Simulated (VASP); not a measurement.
Here is the system:

```
CELL_PARAMETERS angstrom
      4.69327    -8.12898     0.00000
      4.69327     8.12898     0.00000
      0.00000     0.00000    10.01920
ATOMIC_POSITIONS crystal
  Al 0.22225 0.11125 0.25018
  Al 0.11150 0.22320 0.99968
  Al 0.22219 0.11125 0.74918
  Al 0.11424 0.22585 0.49916
  Al 0.22508 0.44577 0.25437
  Al 0.11151 0.55482 0.99967
  Al 0.22541 0.44587 0.74532
  Al 0.11423 0.55456 0.49918
  Al 0.22225 0.77737 0.25017
  Al 0.11100 0.88869 0.99965
  Al 0.22222 0.77718 0.74919
  Al 0.11072 0.88842 0.49968
  Al 0.55511 0.11072 0.25071
  Al 0.44492 0.22319 0.99958
  Al 0.55489 0.11051 0.74902
  Al 0.44463 0.22579 0.49923
  Al 0.55370 0.44570 0.25444
  Al 0.44419 0.55528 0.99803
  Al 0.55336 0.44576 0.74540
  Al 0.55377 0.77419 0.25439
  Al 0.44496 0.88812 0.99968
  Al 0.55350 0.77378 0.74542
  Al 0.44463 0.88487 0.49920
  Al 0.88886 0.11076 0.25066
  Al 0.77775 0.22214 0.99976
  Al 0.88880 0.11046 0.74890
  Al 0.77750 0.22183 0.49931
  Al 0.88881 0.44460 0.25063
  Al 0.77642 0.55483 0.99971
  Al 0.88866 0.44460 0.74894
  Al 0.77331 0.55457 0.49920
  Al 0.88821 0.77734 0.25024
  Al 0.77648 0.88820 0.99970
  Al 0.88817 0.77723 0.74929
  Al 0.77335 0.88496 0.49920
  N  0.22165 0.11021 0.44115
  N  0.11132 0.22270 0.19145
  N  0.22214 0.11105 0.94121
  N  0.11064 0.22141 0.69109
  N  0.22814 0.44718 0.44379
  N  0.11125 0.55506 0.19140
  N  0.22197 0.44424 0.93904
  N  0.11055 0.55547 0.69115
  N  0.22162 0.77757 0.44116
  N  0.11090 0.88863 0.19101
  N  0.22221 0.77757 0.94119
  N  0.11086 0.88850 0.69153
  N  0.55463 0.11035 0.44184
  N  0.44465 0.22272 0.19140
  N  0.55541 0.11090 0.94123
  N  0.44391 0.22133 0.69112
  N  0.55194 0.44712 0.44389
  N  0.44417 0.55521 0.18853
  N  0.55536 0.44421 0.93904
  N  0.44407 0.55514 0.68621
  N  0.55201 0.77095 0.44382
  N  0.44468 0.88827 0.19144
  N  0.55541 0.77753 0.93914
  N  0.44397 0.88871 0.69116
  N  0.88885 0.11040 0.44176
  N  0.77765 0.22207 0.19131
  N  0.88878 0.11091 0.94114
  N  0.77750 0.22190 0.69121
  N  0.88882 0.44464 0.44177
  N  0.77672 0.55502 0.19148
  N  0.88873 0.44443 0.94118
  N  0.77773 0.55547 0.69113
  N  0.88898 0.77759 0.44120
  N  0.77687 0.88831 0.19143
  N  0.88865 0.77759 0.94131
  N  0.77787 0.88866 0.69114
  Be 0.44407 0.55500 0.50208
```
Cell charge -1.

Computed with HSE06 screened hybrid, VASP's PBE PAW potentials (set 64) (plane waves; VASP). Settings: PREC = Normal, LREAL = Auto, ISYM = 0, NELECT = 288.0, EDIFF = 1E-5, 400 eV cut-off, 1×1×1 Γ-centred mesh, Gaussian smearing of 0.050 eV, potentials Al N Be.

The cell is charged, with a uniform compensating background. The supercell is sampled at Γ alone, which is coarse: total energies, pressure and levels can be off, energies of defects by several tenths of an eV.

Question: What does the run give for the energy per atom (σ→0)?

Answer: 
```yaml
energy per atom (σ→0): -8.566 eV/atom
```

The absolute energy has meaning only against runs of the same code, potentials and settings.

The cell is a supercell with a defect, built from AlN (wurtzite): Be_Al, charge -1. The cell's shape comes from a PBE relaxation. The run is not spin-polarised, so no state with unpaired spins was tried.
